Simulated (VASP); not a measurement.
Given:

```xyz
2
Lattice="0.0000 2.9564 2.9564 2.9564 0.0000 2.9564 2.9564 2.9564 0.0000" Properties=species:S:1:pos:R:3 pbc="T T T"
Rb     2.9564     2.9564     2.9564
H      0.0000     0.0000     0.0000
```

Level of theory: PBEsol GGA with spin-orbit coupling, VASP's PBE PAW potentials (set 64) (plane waves; VASP 6.6.1). Run with 400 eV cut-off, 7×7×7 Γ-centred mesh, Gaussian smearing of 0.050 eV, potentials Rb_sv H.

Task: Give the energies of bands 9 to 17 at the high-symmetry points, in eV from the valence-band maximum.

Result: 
```json
[
 {"band": "9", "Γ": "-2.07", "X": "-0.89", "U": "-0.54", "L": "0.00", "W": "-0.50"},
 {"band": "10", "Γ": "-2.07", "X": "-0.89", "U": "-0.54", "L": "0.00", "W": "-0.50"},
 {"band": "11", "Γ": "6.77", "X": "4.33", "U": "4.24", "L": "2.68", "W": "4.78"},
 {"band": "12", "Γ": "6.77", "X": "4.33", "U": "4.24", "L": "2.68", "W": "4.78"},
 {"band": "13", "Γ": "6.77", "X": "5.42", "U": "5.11", "L": "6.15", "W": "4.85"},
 {"band": "14", "Γ": "6.77", "X": "5.42", "U": "5.11", "L": "6.15", "W": "4.85"},
 {"band": "15", "Γ": "6.80", "X": "9.05", "U": "7.53", "L": "6.17", "W": "6.17"},
 {"band": "16", "Γ": "6.80", "X": "9.05", "U": "7.53", "L": "6.17", "W": "6.17"},
 {"band": "17", "Γ": "6.94", "X": "9.16", "U": "7.90", "L": "8.11", "W": "10.17"}
]
```

The gap is direct, 2.68 eV, from the valence maximum at L to the conduction minimum at L.

The structure comes from a computed database's RbH entry (Fm-3m); how it stands against other phases isn't given here. It was relaxed first.
